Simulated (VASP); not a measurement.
Consider the following.

```xyz
4
Lattice="4.4436 0.0000 0.0000 -2.2218 3.8482 0.0000 0.0000 0.0000 7.2598" Properties=species:S:1:pos:R:3 pbc="T T T"
Cd     2.2218     1.2827     3.5128
Cd    -2.2218     3.8482     0.1089
Te    -2.2218     3.8482     4.5581
Se     2.2218     1.2827     0.8806
```

These are PBEsol GGA, VASP's PBE PAW potentials (set 64) (plane waves; VASP 6.6.1) values and carry that method's errors. Run with 400 eV cut-off, Gaussian smearing of 0.050 eV, potentials Cd Te Se.

Unless said otherwise, spin-orbit coupling is left out, though it shifts the bands of the heavy elements here.

### Question
Estimate the band gap (along the path) with the smallest direct gap where there is one.

### Answer

```
Property                               Result
------------------------------------  -------
band gap (along the path)             0.16 eV
smallest direct gap (along the path)  0.16 eV
```

The structure comes from a computed database's Cd2TeSe entry (P3m1); how it stands against other phases isn't given here. It was relaxed first.
